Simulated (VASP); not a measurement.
Consider the following.

```xyz
6
Lattice="4.5241 0.0000 0.0000 0.0000 4.5241 0.0000 0.0000 0.0000 3.1811" Properties=species:S:1:pos:R:3 pbc="T T T"
Ir     0.0000     0.0000     0.0000
Ir     2.2620     2.2620     1.5905
O      1.3947     1.3947     0.0000
O      3.6567     0.8674     1.5905
O      0.8674     3.6567     1.5905
O      3.1294     3.1294     0.0000
```

These are PBE GGA with D3 dispersion (zero damping), VASP's PBE PAW potentials (set 64) (plane waves; VASP) values and carry that method's errors. Settings: 520 eV cut-off, Gaussian smearing of 0.050 eV, potentials Ir O.

Q: Give the energies of bands 11 to 24 at the high-symmetry points, in eV from the Fermi level.

A: 
| band | Γ | X | M | Z | R | A |
|---|---|---|---|---|---|---|
| 11 | -4.78 | -6.02 | -5.07 | -5.62 | -5.33 | -5.58 |
| 12 | -4.78 | -6.02 | -5.07 | -5.62 | -5.33 | -5.58 |
| 13 | -3.49 | -5.10 | -4.24 | -5.37 | -4.99 | -4.22 |
| 14 | -2.82 | -5.10 | -4.24 | -5.37 | -4.99 | -4.22 |
| 15 | -2.82 | -3.03 | -3.49 | -3.90 | -3.24 | -3.15 |
| 16 | -2.54 | -3.03 | -3.49 | -3.90 | -3.24 | -3.15 |
| 17 | -2.38 | -1.62 | -2.45 | -1.86 | -2.70 | -1.78 |
| 18 | -2.38 | -1.62 | -2.45 | -1.86 | -2.70 | -1.78 |
| 19 | -2.31 | -1.27 | -2.34 | -0.67 | -1.75 | -1.17 |
| 20 | -2.22 | -1.27 | -2.34 | -0.67 | -1.75 | -1.17 |
| 21 | -2.16 | -0.29 | 0.20 | 0.26 | 0.52 | -0.47 |
| 22 | 0.69 | -0.29 | 0.20 | 0.26 | 0.52 | -0.47 |
| 23 | 1.21 | 3.50 | 2.41 | 2.21 | 1.06 | 2.16 |
| 24 | 4.07 | 3.50 | 2.41 | 2.21 | 1.06 | 2.16 |

It has no gap at this level: it comes out as a metal or semimetal.

The compound is IrO2 in the rutile structure. It was relaxed first.
